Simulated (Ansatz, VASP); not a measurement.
# Cross-check of Ir (Iridium) between VASP and Ansatz, part 2 of 2

One calculation is typed for both programs; each brings its own data sets and cutoff. How far apart do they land?  The cell comes out of the VASP series on this material, whose earlier steps may have relaxed, scaled or displaced it; both programs get it as it stands.

VASP 6.6.1 and Ansatz 0.2.0.

So far. Step 4 (Comparison): The walks stopped with 0.00 GPa left in Ansatz and 0.05 GPa in VASP; each walk ends within a tolerance, so the volume difference is uncertain by about these residues over the bulk modulus, most in soft cells.

**5. Ansatz: relaxation of cell and atoms, PBEsol, spin-orbit coupling**

Level of this step: Ansatz beside VASP: Kohn-Sham DFT, plane waves, PBEsol, spin-orbit coupling (Ansatz).

The relaxed volume is the usual yardstick between codes: its relative difference is about their pressure difference at one cell divided by the bulk modulus. The cell compared in this pair holds 14.13 Å³, against 13.92 Å³ for the pair before.

The cell comes out of the VASP series on this material, whose earlier steps may have relaxed, scaled or displaced it; both programs get it as it stands.

Contents of input.yaml:

```yaml
crystal:
  lattice:
    - [0.0, 1.9188895371, 1.9188895371]
    - [1.9188895371, 0.0, 1.9188895371]
    - [1.9188895371, 1.9188895371, 0.0]
  atoms:
    - { symbol: Ir, position: [0.0, 0.0, 0.0] }
hamiltonian:
  xc: pbesol
  pseudopotentials: { kind: paw_fr }
magnetization:
  noncollinear: true
  spin_orbit: true
kpoints:
  mp_grid: { grid: [16, 16, 16] }
scf:
  occupations: { method: methfessel_paxton, width: 0.15 }
relax:
  f_tol: 0.01
  max_steps: 60
  cell: { stress_tol: 0.05 }
output:
  forces: true
  stress: true
```

On the command line:

```bash
ansatz run input.yaml --threads 4 --pin off --max-ram 9216MiB --backend cpu --events-out ev --progress --plain --runs-dir out
```

Numbers of over 12 decimals in the logs are rounded to 6 here.

What it wrote:

```text
[...]
non-collinear run that drives no moment, with spin-orbit: no starting moment large enough to seed its density (crystal.atoms[].spin), no starting occupations that ask for one, no magnetisation constraint and no magnetic field, so the semilocal B_xc is pinned to zero
Crystal: 1 atoms, lattice volume = 14.131 Å³
[...]
-0.000000      -0.016415      -0.000000
       -0.000000       0.000000      -0.016415
  P = ⅓ Tr σ = -0.0164 GPa (-0.164 kbar)
--- Relaxed structure (3 steps of the walk, 2 accepted, 1 SCFs on fresh bases) ---
[...]
cell:  # Å, volume = 14.0799 Å³
    - [0, 1.916564, 1.916564]
    - [1.916564, 0, 1.916564]
    - [1.916564, 1.916564, 0]
  atoms:
    - { symbol: Ir, position: [0.0, 0.0, 0.0] }
[key lines of the parts left out:]
SCF converged after 3 iterations
Magnetization: |M| = 0.0000 μB,  M = (+0.0000, +0.0000, +0.0000) μB
Free energy (F): -11830.267916 eV
Fermi energy:    25.876394 eV
```

Elapsed: 4.3 s, on 4 threads of Arm Neoverse V2, shared host; peak memory 0.43 GiB; 15 s of CPU time.

**6. VASP: relaxation of cell and atoms, PBEsol, spin-orbit coupling**

The same cell, functional, mesh and smearing now go to VASP, with its own data sets and cutoff.

Contents of INCAR:

```
SYSTEM = Ir
PREC = Accurate
ENCUT = 450
EDIFF = 1E-06
NELM = 100
ISMEAR = 1
SIGMA = 0.15
LREAL = .FALSE.
ALGO = Normal
GGA = PS
LNONCOLLINEAR = .TRUE.
MAGMOM = 0 0 0
NBANDS = 20
GGA_COMPAT = .FALSE.
LASPH = .TRUE.
LSORBIT = .TRUE.
LMAXMIX = 4
LORBIT = 11
LWAVE = .FALSE.
LCHARG = .FALSE.
KPAR = 4
IBRION = 2
NSW = 50
ISIF = 3
EDIFFG = -0.006
```

Contents of POSCAR:

```
Ir
1.0
    0.0000000000      1.9188895371      1.9188895371
    1.9188895371      0.0000000000      1.9188895371
    1.9188895371      1.9188895371      0.0000000000
Ir
1
Direct
    0.0000000000      0.0000000000      0.0000000000
```

Contents of KPOINTS:

```
Automatic mesh
0
Gamma
16 16 16
0 0 0
```

Potentials, in the order of the species: Ir (PBE family, release 64).

On the command line:

```bash
mpirun -np 4 vasp_ncl
```

What it wrote:

```text
[banner, memory and clock lines left out]
running    4 mpi-ranks, on    1 nodes
[...]
|                                                                             |
|               ----> ADVICE to this user running VASP <----                  |
|                                                                             |
|     You enforced a specific xc type in the INCAR file but a different       |
|     [... a line on the potential file left out ...]
|     I HOPE YOU KNOW WHAT YOU ARE DOING!                                     |
|                                                                             |

 LDA part: xc-table for (Slater+PW92), standard interpolation
 POSCAR, INCAR and KPOINTS ok, starting setup
[...]
entering main loop
       N       E                     dE             d eps       ncg     rms          rms(c)
DAV:   1     0.678745373722E+02    0.67875E+02   -0.36063E+03  5848   0.790E+02
DAV:   2    -0.885377264500E+01   -0.76728E+02   -0.68099E+02  6052   0.249E+02
[...]
DAV:   1    -0.101914704582E+02   -0.32917E-04   -0.10439E-03  6356   0.530E-01    0.658E-02
DAV:   2    -0.101914338097E+02    0.36649E-04   -0.44447E-05  6500   0.118E-01    0.401E-02
DAV:   3    -0.101914299978E+02    0.38119E-05   -0.57424E-06  7424   0.372E-02    0.255E-02
DAV:   4    -0.101914299385E+02    0.59228E-07   -0.22677E-07  3048   0.738E-03
   2 F= -.10191430E+02 E0= -.10190662E+02  d E =0.761814E-05  mag=    -0.0000    -0.0000     0.0000
 trial-energy change:    0.000008  1 .order    0.000009   -0.000006    0.000024
 step:   0.1978(harm=  0.1978)  dis= 0.00000  next Energy=   -10.191438 (dE=-0.579E-06)
[...]
N       E                     dE             d eps       ncg     rms          rms(c)
DAV:   1    -0.101914653809E+02   -0.35383E-04   -0.65531E-04  6352   0.420E-01    0.517E-02
DAV:   2    -0.101914414304E+02    0.23951E-04   -0.28812E-05  6536   0.940E-02    0.317E-02
DAV:   3    -0.101914385851E+02    0.28453E-05   -0.36637E-06  7028   0.296E-02    0.203E-02
DAV:   4    -0.101914383960E+02    0.18915E-06   -0.13966E-07  3032   0.579E-03
   3 F= -.10191438E+02 E0= -.10190668E+02  d E =-.839271E-06  mag=     0.0000     0.0000     0.0000
[...]
reached required accuracy - stopping structural energy minimisation
```

Parts of OUTCAR (step 6):

```text
  Total       -0.0011711     -0.0011711     -0.0011711      0.0000000      0.0000000      0.0000000
  in kB       -0.1328057     -0.1328057     -0.1328057      0.0000000      0.0000000      0.0000000
  external PRESSURE =      -0.1328057 kB  Pullay stress =       0.0000000 kB

 POSITION                                       TOTAL-FORCE (eV/Angst)
 -----------------------------------------------------------------------------------
      0.00000      0.00000      0.00000        -0.000000     -0.000000     -0.000000
 -----------------------------------------------------------------------------------
    total drift:                               -0.000000     -0.000000     -0.000000

  FREE ENERGIE OF THE ION-ELECTRON SYSTEM (eV)
  ---------------------------------------------------
  free  energy   TOTEN  =       -10.1914383960 eV

  energy  without entropy=      -10.1891273773  energy(sigma->0) =      -10.19066806

 magnetization (x)
# of ion       s       p       d       tot
------------------------------------------
    1        0.000  -0.000   0.000  -0.000

 magnetization (y)
# of ion       s       p       d       tot
------------------------------------------
    1        0.000  -0.000  -0.000  -0.000

 magnetization (z)
# of ion       s       p       d       tot
------------------------------------------
    1        0.000   0.000   0.000   0.000

[... 1 part as in an earlier step ...]

[... 3 further parts left out ...]
[key lines of the parts left out:]
E-fermi :  10.2999
```

The PAW data sets were made with PBE, which is usual practice but a small mismatch for other functionals.

**7. Comparison**

What differs besides the data sets and the points named for the pairs above, as far as they apply: spin-orbit coupling enters by fully relativistic files in Ansatz and inside the spheres in VASP; the data sets hold 17 valence electrons in Ansatz (fully relativistic PAW (standard-fr) files) and 9 in VASP; Ansatz makes its cores anew for this functional, VASP keeps those of its PBE data sets. Total energies have different zeros and are not compared.

Compared:

```csv
quantity,Ansatz,VASP,difference
volume (Å³),14.08,14.13,-0.35 %
"edge a after relaxation, in the typed setting (Å)",2.710,2.714,-0.12 %
```

The walks stopped with -0.02 GPa left in Ansatz and -0.01 GPa in VASP; each walk ends within a tolerance, so the volume difference is uncertain by about these residues over the bulk modulus, most in soft cells.

**8. Results**

```yaml
difference_in_volume_relaxation_of_cell_and_atoms_lda: -0.61 %
difference_in_volume_relaxation_of_cell_and_atoms_pbesol_spin_orbit_coupling: -0.35 %
```

In words: The difference in volume is -0.61 % (relaxation of cell and atoms, LDA), within the 1.2 % picked in this series as the mark of a large difference, as far as the stopping tolerances let one tell. How closely two codes agree says nothing of how well the functional describes the real material.

[Lines on the potential files, build, host, timing and source positions are cut from VASP's logs without a mark.]

[Logs are printed without paths, hosts, clocks, repeated set-up lines and the standing remarks that a program may print on its own settings, such as how far it seeks lower states.]

[Hosts, paths, dates, database ids (printed as entryN), source tags and the programs' standing remarks are cut or masked in the printed files.]
